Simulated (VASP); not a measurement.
# ZnPb2N2 (P-3m1) in VASP: reference runs, part 2 of 2

VASP 6.6.1. The steps go on from the part before.

## (4) Equation of state, PBE, 20.36 Å³/atom (volume scaled by 0.94)

INCAR

```
SYSTEM = ZnPb2N2
PREC     = Accurate       ! precision mode
ENCUT    = 520            ! plane-wave cutoff, eV
EDIFF    = 1E-7           ! SCF threshold, eV
ISMEAR   = -1             ! smearing method
SIGMA    = 0.05           ! smearing width, eV
LREAL    = .False.        ! projectors in reciprocal space
LASPH    = .True.         ! aspherical terms in the spheres
NELM     = 100            ! most SCF steps
ALGO     = Normal         ! electronic algorithm
ISIF     = 2              ! what is computed and relaxed
LWAVE    = .False.        ! write WAVECAR
LCHARG   = .False.        ! write CHGCAR
GGA      = PE             ! functional
NBANDS   = 33             ! bands
```

KPOINTS

```
Automatic mesh
0
Gamma
  8 8 3
  0 0 0
```

POSCAR

```
ZnPb2N2
1.0
    3.5986530718      0.0000000000      0.0000000000
   -1.7993265359      3.1165249796      0.0000000000
    0.0000000000      0.0000000000      9.0779780812
Pb Zn N
2 1 2
Direct
    0.3333333333      0.6666666667      0.8130670000
    0.6666666667      0.3333333333      0.1869330000
    0.0000000000      0.0000000000      0.5000000000
    0.0000000000      0.0000000000      0.3016810000
    0.0000000000      0.0000000000      0.6983190000
```

The run is started by

```
cat potpaw_PBE.64/Pb_d/POTCAR potpaw_PBE.64/Zn/POTCAR potpaw_PBE.64/N/POTCAR > POTCAR
mpirun -np 1 vasp_std > vasp.out
```

Wall time 1.7 min (1 thread of Intel Xeon Platinum 8259CL at 2.50GHz (Skylake/Cascade Lake), shared host); peak memory 0.26 GiB.

It converged, with:

| Quantity | Value |
| --- | --- |
| Free energy | -23.0487 eV |
| Pressure | 4.8 GPa |
| Largest force | 0.544 eV/Å |
| Band gap on the k mesh | 0.76 eV, indirect (least direct gap 1.60 eV) |

Caveat: spin-orbit coupling is left out, which as a rule narrows the gap of such compounds by several tenths of an eV; an odd mesh through Γ misses points on the zone boundary, where band edges often lie.

## (5) Equation of state, PBE, 20.80 Å³/atom (volume scaled by 0.96)

INCAR

```
SYSTEM = ZnPb2N2
ALGO = Normal
EDIFF = 1E-7
ENCUT = 520
GGA = PE
ISIF = 2
ISMEAR = -1
LASPH = .True.
LCHARG = .False.
LREAL = .False.
LWAVE = .False.
NBANDS = 33
NELM = 60
PREC = Accurate
SIGMA = 0.05
```

KPOINTS

```
k-points
0
Gamma
  8 8 3
  0 0 0
```

Changes to POSCAR since step 4:

```diff
@@ -2,5 +2,5 @@
 1.0
-    3.5986530718      0.0000000000      0.0000000000
-   -1.7993265359      3.1165249796      0.0000000000
-    0.0000000000      0.0000000000      9.0779780812
+    3.6239965341      0.0000000000      0.0000000000
+   -1.8119982671      3.1384730617      0.0000000000
+    0.0000000000      0.0000000000      9.1419096107
 Pb Zn N
```

The run is started by

```
cat potpaw_PBE.64/Pb_d/POTCAR potpaw_PBE.64/Zn/POTCAR potpaw_PBE.64/N/POTCAR > POTCAR
mpirun -np 1 vasp_std > vasp.out
```

Wall time 1.7 min (1 thread of Intel Xeon Platinum 8259CL at 2.50GHz (Skylake/Cascade Lake), shared host); peak memory 0.27 GiB.

The run converged. Its results:

```
Free energy            : -23.1024 eV
Pressure               : 3.0 GPa
Largest force          : 0.344 eV/Å
Band gap on the k mesh : 0.73 eV, indirect (least direct gap 1.52 eV)
```

Caveat: spin-orbit coupling is left out, which as a rule narrows the gap of such compounds by several tenths of an eV; an odd mesh through Γ misses points on the zone boundary, where band edges often lie.

## (6) Equation of state, PBE, 21.23 Å³/atom (volume scaled by 0.98)

INCAR

```
SYSTEM = ZnPb2N2
  PREC = Accurate
  ENCUT = 520
  EDIFF = 1E-7
  ISMEAR = -1
  SIGMA = 0.05
  LREAL = .False.
  LASPH = .True.
  NELM = 60
  ALGO = Normal
  ISIF = 2
  LWAVE = .False.
  LCHARG = .False.
  GGA = PE
  NBANDS = 33
```

KPOINTS

```
Automatic mesh
0
Gamma
  8 8 3
  0 0 0
```

Changes to POSCAR since step 5:

```diff
@@ -2,5 +2,5 @@
 1.0
-    3.6239965341      0.0000000000      0.0000000000
-   -1.8119982671      3.1384730617      0.0000000000
-    0.0000000000      0.0000000000      9.1419096107
+    3.6489904034      0.0000000000      0.0000000000
+   -1.8244952018      3.1601183875      0.0000000000
+    0.0000000000      0.0000000000      9.2049592555
 Pb Zn N
```

Potentials or basis: VASP PAW PBE potentials, release 64 (Pb_d, Zn, N).

The run is started by

```
cat potpaw_PBE.64/Pb_d/POTCAR potpaw_PBE.64/Zn/POTCAR potpaw_PBE.64/N/POTCAR > POTCAR
mpirun -np 1 vasp_std > vasp.out
```

Wall time 1.8 min (1 thread of Intel Xeon Platinum 8259CL at 2.50GHz (Skylake/Cascade Lake), shared host); peak memory 0.26 GiB.

The run converged. Its results:

| Item | Value |
| --- | --- |
| Free energy | -23.1329 eV |
| Pressure | 1.4 GPa |
| Largest force | 0.158 eV/Å |
| Band gap on the k mesh | 0.70 eV, indirect (least direct gap 1.45 eV) |

Caveat: spin-orbit coupling is left out, which as a rule narrows the gap of such compounds by several tenths of an eV; an odd mesh through Γ misses points on the zone boundary, where band edges often lie.

## (7) Equation of state, PBE, 22.10 Å³/atom (volume scaled by 1.02)

INCAR

```
  PREC = Accurate
  ENCUT = 520
  EDIFF = 1E-7
  ISMEAR = -1
  SIGMA = 0.05
  LREAL = False
  LASPH = True
  NELM = 100
  ALGO = Normal
  ISIF = 2
  LWAVE = False
  LCHARG = False
  GGA = PE
  NBANDS = 33
```

KPOINTS

```
Automatic mesh
0
Gamma
  8 8 3
```

Changes to POSCAR since step 6:

```diff
@@ -2,5 +2,5 @@
 1.0
-    3.6489904034      0.0000000000      0.0000000000
-   -1.8244952018      3.1601183875      0.0000000000
-    0.0000000000      0.0000000000      9.2049592555
+    3.6979759856      0.0000000000      0.0000000000
+   -1.8489879929      3.2025411461      0.0000000000
+    0.0000000000      0.0000000000      9.3285305009
 Pb Zn N
```

The run is started by

```
cat potpaw_PBE.64/Pb_d/POTCAR potpaw_PBE.64/Zn/POTCAR potpaw_PBE.64/N/POTCAR > POTCAR
mpirun -np 1 vasp_std > vasp.out
```

Wall time 94 s (1 thread of Intel Xeon Platinum 8259CL at 2.50GHz (Skylake/Cascade Lake), shared host); peak memory 0.27 GiB.

Results (log left out):

```
Free energy            : -23.1334 eV
Pressure               : -1.4 GPa
Largest force          : 0.178 eV/Å
Band gap on the k mesh : 0.65 eV, indirect (least direct gap 1.30 eV)
```

Caveat: spin-orbit coupling is left out, which as a rule narrows the gap of such compounds by several tenths of an eV; an odd mesh through Γ misses points on the zone boundary, where band edges often lie.

## (8) Equation of state, PBE, 22.53 Å³/atom (volume scaled by 1.04)

INCAR

```
SYSTEM = ZnPb2N2
PREC = Accurate
ENCUT = 520
EDIFF = 1E-7
ISMEAR = -1
SIGMA = 0.05
LREAL = .False.
LASPH = .True.
NELM = 60
ALGO = Normal
ISIF = 2
LWAVE = .False.
LCHARG = .False.
GGA = PE
NBANDS = 33
```

KPOINTS

```
regular mesh
0
Gamma
  8 8 3
  0 0 0
```

Changes to POSCAR since step 7:

```diff
@@ -2,5 +2,5 @@
 1.0
-    3.6979759856      0.0000000000      0.0000000000
-   -1.8489879929      3.2025411461      0.0000000000
-    0.0000000000      0.0000000000      9.3285305009
+    3.7219894896      0.0000000000      0.0000000000
+   -1.8609947448      3.2233374506      0.0000000000
+    0.0000000000      0.0000000000      9.3891070717
 Pb Zn N
```

The run is started by

```
cat potpaw_PBE.64/Pb_d/POTCAR potpaw_PBE.64/Zn/POTCAR potpaw_PBE.64/N/POTCAR > POTCAR
mpirun -np 1 vasp_std > vasp.out
```

It took 96 s on 1 thread of Intel Xeon Platinum 8259CL at 2.50GHz (Skylake/Cascade Lake), shared host; peak memory 0.27 GiB.

It converged, with:

```
Free energy            : -23.1076 eV
Pressure               : -2.6 GPa
Largest force          : 0.329 eV/Å
Band gap on the k mesh : 0.62 eV, indirect (least direct gap 1.24 eV)
```

Caveat: spin-orbit coupling is left out, which as a rule narrows the gap of such compounds by several tenths of an eV; an odd mesh through Γ misses points on the zone boundary, where band edges often lie.

## (9) Equation of state, PBE, 22.96 Å³/atom (volume scaled by 1.06)

INCAR

```
SYSTEM = ZnPb2N2
PREC = Accurate ; ENCUT = 520
EDIFF = 1E-7 ; ISMEAR = -1
SIGMA = 0.05 ; LREAL = .FALSE.
LASPH = .TRUE. ; NELM = 100
ALGO = Normal ; ISIF = 2
LWAVE = .FALSE. ; LCHARG = .FALSE.
GGA = PE ; NBANDS = 33
```

KPOINTS

```
regular mesh
0
G
  8 8 3
  0 0 0
```

Changes to POSCAR since step 8:

```diff
@@ -2,5 +2,5 @@
 1.0
-    3.7219894896      0.0000000000      0.0000000000
-   -1.8609947448      3.2233374506      0.0000000000
-    0.0000000000      0.0000000000      9.3891070717
+    3.7456970682      0.0000000000      0.0000000000
+   -1.8728485341      3.2438688159      0.0000000000
+    0.0000000000      0.0000000000      9.4489119138
 Pb Zn N
```

Potentials or basis: VASP PAW PBE potentials, release 64 (Pb_d, Zn, N).

The run is started by

```
cat potpaw_PBE.64/Pb_d/POTCAR potpaw_PBE.64/Zn/POTCAR potpaw_PBE.64/N/POTCAR > POTCAR
mpirun -np 1 vasp_std > vasp.out
```

Run time: 94 s. Hardware: 1 thread of Intel Xeon Platinum 8259CL at 2.50GHz (Skylake/Cascade Lake), shared host; peak memory 0.27 GiB.

Results (log left out):

```yaml
Free_energy: -23.0666 eV
Pressure: -3.6 GPa
Largest_force: 0.471 eV/Å
Band_gap_on_the_k_mesh: 0.60 eV, indirect (least direct gap 1.17 eV)
```

Caveat: spin-orbit coupling is left out, which as a rule narrows the gap of such compounds by several tenths of an eV; an odd mesh through Γ misses points on the zone boundary, where band edges often lie.

## (10) Equation of state, PBE

This step only gathers the single runs of the series.

Results:

| Property | Result |
| --- | --- |
| Equilibrium volume | 21.66 Å³/atom |
| Bulk modulus at fixed shape and positions | 69 GPa |
| Pressure derivative of the bulk modulus | 4.5 |

Energy against volume, from the lowest point:
```tsv
volume (Å³/atom)	energy (meV/atom)
20.362	18.77
20.796	8.02
21.229	1.93
21.662	0.00
22.095	1.82
22.529	6.99
22.962	15.17
```

Caveat: the cell was scaled at fixed shape and fractional positions, which overstates the stiffness of a crystal with free parameters, most of all of layers and chains. The run has no spin-orbit coupling, so splittings on Pb are missing.

## (11) The runs side by side

```csv
task,cell,gap on the mesh (eV),pressure (GPa),largest force (eV/Å)
single point,as given,0.67,-0.1,0.02
single point,"atoms moved at random, drawn with an rms of 0.05 Å",0.69,0.4,1.39
equation of state,as given,-,-,-
```

Alike in all rows: level PBE; potentials or basis VASP PAW PBE potentials, release 64 (Pb_d, Zn, N); no spin polarisation; k mesh 8 × 8 × 3; cutoff (eV) 520; smearing fermi-dirac 0.05 eV.

Caveats: spin-orbit coupling is left out, which as a rule narrows the gap of such compounds by several tenths of an eV (some runs); an odd mesh through Γ misses points on the zone boundary, where band edges often lie (some runs); the cell was scaled at fixed shape and fractional positions, which overstates the stiffness of a crystal with free parameters, most of all of layers and chains (some runs).

Absolute energies hang on the potentials; compare differences alone.
